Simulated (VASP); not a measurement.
Here is a VASP 6.6.1 calculation.

The input INCAR:

```
  PREC = Accurate
  ENCUT = 520
  EDIFF = 1E-8
  ISMEAR = -1
  SIGMA = 0.03
  LREAL = False
  LASPH = True
  NELM = 100
  ALGO = Normal
  ISIF = 2
  LWAVE = False
  LCHARG = False
  GGA = PE
  LEFG = True
  NBANDS = 14
```

Contents of KPOINTS:

```
regular mesh
0
Gamma
  13 13 13
```

Contents of POSCAR:

```
PtC
1.0
    0.0000000000      2.2476858285      2.2476858285
    2.2476858285      0.0000000000      2.2476858285
    2.2476858285      2.2476858285      0.0000000000
Pt C
1 1
Direct
    0.0000000000      0.0000000000      0.0000000000
    0.5000000000      0.5000000000      0.5000000000
```

Potentials or basis: VASP PAW PBE potentials, release 64 (Pt, C).

The run is started by

```console
$ cat potpaw_PBE.64/Pt/POTCAR potpaw_PBE.64/C/POTCAR > POTCAR
$ mpirun -np 1 vasp_std > vasp.out
```

(1) What does it give for the band gap on the k mesh?

(2) Estimate the pressure.

Results:

(1) none (metal or under the smearing width).

(2) -5.0 GPa.
